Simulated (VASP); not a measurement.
An input for Ansatz (written as the equivalent of a VASP run, and not itself run):

Ansatz 0.2 input:
```yaml
crystal:
  lattice:
    - [4.8503425, 0.0000000, 0.0000000]
    - [-2.4251712, 4.2005197, 0.0000000]
    - [0.0000000, 0.0000000, 7.8811625]
  atoms:
    - { symbol: Tl, position: [0.3333330, 0.6666670, 0.9984585] }
    - { symbol: Tl, position: [0.6666670, 0.3333330, 0.4984585] }
    - { symbol: Bi, position: [0.3333330, 0.6666670, 0.3765415] }
    - { symbol: Bi, position: [0.6666670, 0.3333330, 0.8765415] }
kpoints:
  mp_grid: { grid: [8, 8, 4] }
hamiltonian:
  xc: pbesol
  pseudopotentials: { kind: paw }
scf:
  occupations: { method: methfessel_paxton, width: 0.1 }
  max_iter: 100
relax:
  max_steps: 60
  f_tol: 0.01
  cell: {}
output: { forces: true, stress: true, eigenvalues: true }
```

Problem. Translate this input to VASP (INCAR, KPOINTS, POSCAR, choice of POTCAR).

Solution. This is not unique; one that fits is 
INCAR:
```
# general
SYSTEM   =  TlBi
PREC     =  Accurate
ENCUT    =  400
LREAL    =  .FALSE.   # projection in real space or not
LASPH    =  .TRUE.   # aspherical one-centre terms

# electronic loop
EDIFF    =  1E-6   # SCF stop (eV)
NELM     =  100   # most electronic steps
ALGO     =  Normal   # blocked Davidson
LMAXMIX  =  4

# smearing
ISMEAR   =  1
SIGMA    =  0.1

# functional
GGA      =  PS   # PBEsol

# ions
IBRION   =  2   # conjugate gradients
NSW      =  60   # most ionic steps
ISIF     =  3
EDIFFG   =  -0.01   # ionic stop

# output
LWAVE    =  .FALSE.
LCHARG   =  .FALSE.
```

File POSCAR:
```
TlBi
1.0
  4.8503424549   0.0000000000   0.0000000000
 -2.4251712275   4.2005196901   0.0000000000
  0.0000000000   0.0000000000   7.8811624857
Tl Bi
2 2
Cartesian
 -0.0000024252   2.8003478602   7.8690134420
  2.4251736526   1.4001718299   3.9284321992
 -0.0000024252   2.8003478602   2.9675849758
  2.4251736526   1.4001718299   6.9081662187
```

### KPOINTS
```
Automatic mesh
0
Gamma
8 8 4
0 0 0
```

POTCAR, in this order: Tl_d Bi_d (PBE.64 set). Program: vasp_std.

The two are equivalent in intent, not identical: each code has its own PAW files, so the cut-off isn't converted (ENCUT is set for VASP's; basis.ecutwfc is left out, and Ansatz then takes the one that its files recommend); Ansatz stops its SCF on the density residual and VASP on the energy change (EDIFF).

The structure was generated: TlBi was put into the wurtzite type (P6_3mc), which need not be its known phase. This run relaxes it. Symmetry was kept, so distortions that lower it aren't found. The start is the result of an earlier pass.
